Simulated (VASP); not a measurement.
These are PBE GGA with spin-orbit coupling, VASP's PBE PAW potentials (set 64) (plane waves; VASP) values and carry that method's errors.

Input for VASP

File POSCAR:
```
Ir
1
    0.0000000000     1.9361131712     1.9361131712
    1.9361131712     0.0000000000     1.9361131712
    1.9361131712     1.9361131712     0.0000000000
Ir
1
Direct
  0.0000000000   0.0000000000   0.0000000000
```

File KPOINTS:
```
kpoints
0
G
  15 15 15
```

### INCAR
```
ALGO  =  Normal
EDIFF  =  1E-6
ENCUT  =  400
GGA  =  PE
GGA_COMPAT  =  .FALSE.
ISMEAR  =  0
LASPH  =  .TRUE.
LCHARG  =  .FALSE.
LMAXMIX  =  6
LREAL  =  .FALSE.
LSORBIT  =  .TRUE.
LWAVE  =  .FALSE.
MAGMOM  =  3*0
NELM  =  100
PREC  =  Accurate
SIGMA  =  0.05
SYSTEM  =  Ir
```

KPOINTS_OPT:
```
k-points along high-symmetry lines
8
Line-mode
Reciprocal
  0.000000   0.000000   0.000000 ! GAMMA
  0.500000   0.000000   0.500000 ! X

  0.500000   0.000000   0.500000 ! X
  0.625000   0.250000   0.625000 ! U

  0.375000   0.375000   0.750000 ! K
  0.000000   0.000000   0.000000 ! GAMMA

  0.000000   0.000000   0.000000 ! GAMMA
  0.500000   0.500000   0.500000 ! L

  0.500000   0.500000   0.500000 ! L
  0.500000   0.250000   0.750000 ! W

  0.500000   0.250000   0.750000 ! W
  0.500000   0.000000   0.500000 ! X
```

POTCAR, in this order: Ir (PBE.64 set). Program: vasp_ncl.

Output

**OSZICAR**
```
       N       E                     dE             d eps       ncg     rms          rms(c)
DAV:   1     0.604976272479E+02    0.60498E+02   -0.35172E+03  4000   0.891E+02
DAV:   2    -0.825970348981E+01   -0.68757E+02   -0.61730E+02  3848   0.278E+02
DAV:   3    -0.977406550834E+01   -0.15144E+01   -0.14978E+01  5496   0.478E+01
DAV:   4    -0.979117684973E+01   -0.17111E-01   -0.17108E-01  4312   0.451E+00
DAV:   5    -0.979166071903E+01   -0.48387E-03   -0.48387E-03  5216   0.764E-01    0.161E+01
DAV:   6    -0.933348480043E+01    0.45818E+00   -0.57846E-01  4656   0.136E+01    0.772E+00
DAV:   7    -0.924902059601E+01    0.84464E-01   -0.17122E-01  5184   0.698E+00    0.348E+00
DAV:   8    -0.924551220080E+01    0.35084E-02   -0.26302E-03  4080   0.639E-01    0.138E+00
DAV:   9    -0.924278578960E+01    0.27264E-02   -0.43728E-03  4528   0.114E+00    0.430E-01
DAV:  10    -0.924259076402E+01    0.19503E-03   -0.14623E-04  4528   0.212E-01    0.134E-02
DAV:  11    -0.924259399326E+01   -0.32292E-05   -0.11678E-06  4728   0.124E-02    0.752E-03
DAV:  12    -0.924259525707E+01   -0.12638E-05   -0.30788E-07  2904   0.649E-03    0.181E-03
DAV:  13    -0.924259525232E+01    0.47479E-08   -0.47858E-08  2064   0.281E-03
   1 F= -.92425953E+01 E0= -.92416987E+01  d E =-.179316E-02  mag=    -0.0000    -0.0000     0.0000
       N       E                     dE             ncg
```

**OUTCAR**
```
------------------------ aborting loop because EDIFF is reached ----------------------------------------
  FORCE on cell =-STRESS in cart. coord.  units (eV):
  Direction    XX          YY          ZZ          XY          YZ          ZX
  --------------------------------------------------------------------------------------
  Total        0.1042157      0.1042157      0.1042157      0.0000000      0.0000000      0.0000000
  in kB       11.5032743     11.5032743     11.5032743      0.0000000      0.0000000      0.0000000
  external PRESSURE =      11.5032743 kB  Pullay stress =       0.0000000 kB
  volume of cell :       14.52
      direct lattice vectors                 reciprocal lattice vectors
     0.000000000  1.936113171  1.936113171    -0.258249367  0.258249367  0.258249367
     1.936113171  0.000000000  1.936113171     0.258249367 -0.258249367  0.258249367
     1.936113171  1.936113171  0.000000000     0.258249367  0.258249367 -0.258249367
 POSITION                                       TOTAL-FORCE (eV/Angst)
 -----------------------------------------------------------------------------------
      0.00000      0.00000      0.00000         0.000000      0.000000      0.000000
 -----------------------------------------------------------------------------------
    total drift:                                0.000000     -0.000000     -0.000000
  FREE ENERGIE OF THE ION-ELECTRON SYSTEM (eV)
  ---------------------------------------------------
  free  energy   TOTEN  =        -9.2425952523 eV

  energy  without entropy=       -9.2408020924  energy(sigma->0) =       -9.24169867

 Ion:    1  E_soc:     -0.7799038
```
(Selected blocks of OUTCAR.)

File OUTCAR:
```
 val. band max:       10.0777179828   @ k =  -0.2667   0.0667   0.0000

 cond. band min:      10.0993139415   @ k =  -0.4667   0.2667   0.1333


 Fermi energy:        10.0857442173

 k-point     1 :       0.0000    0.0000    0.0000
  band No.  band energies     occupation
      1      -0.8748      1.00000
      2      -0.8748      1.00000
      3       5.8711      1.00000
      4       5.8711      1.00000
      5       5.8711      1.00000
      6       5.8711      1.00000
      7       6.7029      1.00000
      8       6.7029      1.00000
      9       8.9523      1.00000
     10       8.9523      1.00000
     11       8.9523      1.00000
     12       8.9523      1.00000
     13      24.3372      0.00000
     14      24.3372      0.00000
     15      29.3227      0.00000
     16      29.3228      0.00000

 k-point     2 :       0.0667    0.0000    0.0000
  band No.  band energies     occupation
      1      -0.6836      1.00000
      2      -0.6836      1.00000
      3       5.8402      1.00000
      4       5.8402      1.00000
      5       5.9279      1.00000
      6       5.9279      1.00000
      7       6.7367      1.00000
      8       6.7367      1.00000
      9       8.8740      1.00000
     10       8.8740      1.00000
     11       8.9307      1.00000
     12       8.9307      1.00000
     13      24.6647      0.00000
     14      24.6647      0.00000
     15      28.6755      0.00000
     16      28.6755      0.00000

 k-point     3 :       0.1333    0.0000    0.0000
  band No.  band energies     occupation
      1      -0.1384      1.00000
      2      -0.1384      1.00000
      3       5.7060      1.00000
      4       5.7060      1.00000
      5       6.0547      1.00000
      6       6.0547      1.00000
      7       6.9031      1.00000
      8       6.9031      1.00000
      9       8.6959      1.00000
     10       8.6959      1.00000
     11       8.9247      1.00000
     12       8.9247      1.00000
     13      25.5185      0.00000
...
```

The compound is Ir in the fcc structure. It was relaxed first.
